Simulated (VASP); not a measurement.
Consider the following.

```
Mn3Sn
1.0
    5.35829     0.00000     0.00000
   -2.67915     4.64042     0.00000
    0.00000     0.00000     4.24180
Mn Sn
6 2
Direct
  0.84863   0.69727   0.25000
  0.15137   0.84863   0.75000
  0.30273   0.15137   0.25000
  0.15137   0.30273   0.75000
  0.84863   0.15137   0.25000
  0.69727   0.84863   0.75000
  0.33333   0.66667   0.25000
  0.66667   0.33333   0.75000
```
Starting moments (μB, in the order of the record's atoms Mn Mn Mn Mn Mn Mn Sn Sn): 1.7 1.7 1.7 1.7 1.7 1.7 -0.1 -0.1.

Computed with PBEsol GGA, VASP's PBE PAW potentials (set 64) (plane waves; VASP). Numerical set-up: 400 eV cut-off, Gaussian smearing of 0.050 eV, potentials Mn_pv Sn_d.

Give the spin-up energies of bands 49 to 62 at the high-symmetry points, in eV from the Fermi level.

```json
[
 {"band": "49", "Γ": "-1.41", "M": "-1.06", "K": "-1.43", "A": "-0.75", "L": "-0.84", "H": "-1.27"},
 {"band": "50", "Γ": "-0.69", "M": "-0.88", "K": "-0.86", "A": "-0.75", "L": "-0.84", "H": "-1.27"},
 {"band": "51", "Γ": "-0.69", "M": "-0.85", "K": "-0.86", "A": "-0.75", "L": "-0.78", "H": "-0.57"},
 {"band": "52", "Γ": "-0.47", "M": "-0.73", "K": "-0.64", "A": "-0.75", "L": "-0.78", "H": "-0.57"},
 {"band": "53", "Γ": "-0.47", "M": "-0.69", "K": "-0.49", "A": "-0.48", "L": "-0.37", "H": "-0.26"},
 {"band": "54", "Γ": "-0.42", "M": "-0.69", "K": "-0.49", "A": "-0.48", "L": "-0.37", "H": "-0.26"},
 {"band": "55", "Γ": "-0.42", "M": "-0.64", "K": "-0.44", "A": "-0.14", "L": "-0.34", "H": "-0.22"},
 {"band": "56", "Γ": "-0.21", "M": "-0.36", "K": "-0.44", "A": "-0.14", "L": "-0.34", "H": "-0.22"},
 {"band": "57", "Γ": "-0.21", "M": "-0.24", "K": "-0.44", "A": "-0.14", "L": "-0.22", "H": "-0.18"},
 {"band": "58", "Γ": "0.16", "M": "-0.23", "K": "-0.11", "A": "-0.14", "L": "-0.22", "H": "-0.18"},
 {"band": "59", "Γ": "0.59", "M": "-0.13", "K": "0.10", "A": "0.17", "L": "0.25", "H": "-0.02"},
 {"band": "60", "Γ": "0.70", "M": "0.69", "K": "0.10", "A": "0.17", "L": "0.25", "H": "-0.02"},
 {"band": "61", "Γ": "0.95", "M": "1.03", "K": "1.02", "A": "0.83", "L": "0.83", "H": "0.82"},
 {"band": "62", "Γ": "1.11", "M": "1.45", "K": "2.32", "A": "0.83", "L": "0.83", "H": "0.82"}
]
```

Give the spin-down energies of bands 49 to 62 at the high-symmetry points, in eV from the Fermi level.

| band | Γ | M | K | A | L | H |
|---|---|---|---|---|---|---|
| 49 | -0.21 | 0.13 | -0.11 | 0.72 | 0.62 | -0.05 |
| 50 | 1.26 | 0.49 | 0.50 | 0.72 | 0.62 | -0.05 |
| 51 | 1.26 | 0.53 | 0.50 | 1.11 | 1.07 | 1.09 |
| 52 | 1.36 | 0.85 | 1.16 | 1.11 | 1.07 | 1.09 |
| 53 | 1.36 | 1.02 | 1.20 | 1.11 | 1.10 | 1.45 |
| 54 | 1.43 | 1.12 | 1.36 | 1.11 | 1.10 | 1.45 |
| 55 | 1.43 | 1.22 | 1.36 | 1.60 | 1.52 | 1.58 |
| 56 | 1.64 | 1.32 | 1.37 | 1.60 | 1.52 | 1.58 |
| 57 | 1.83 | 1.46 | 1.48 | 1.82 | 1.80 | 1.72 |
| 58 | 1.83 | 1.58 | 1.48 | 1.82 | 1.80 | 1.72 |
| 59 | 2.14 | 1.83 | 1.54 | 1.82 | 1.83 | 1.78 |
| 60 | 2.15 | 2.05 | 1.54 | 1.82 | 1.83 | 1.78 |
| 61 | 2.42 | 2.38 | 2.36 | 2.30 | 2.12 | 2.13 |
| 62 | 2.45 | 2.78 | 3.53 | 2.30 | 2.12 | 2.13 |

It has no gap at this level: it comes out as a metal or semimetal.

The structure was generated: Mn3Sn was put into the D019 type (P6_3/mmc), which need not be its known phase. It was relaxed first, which changed the volume by -8 %.
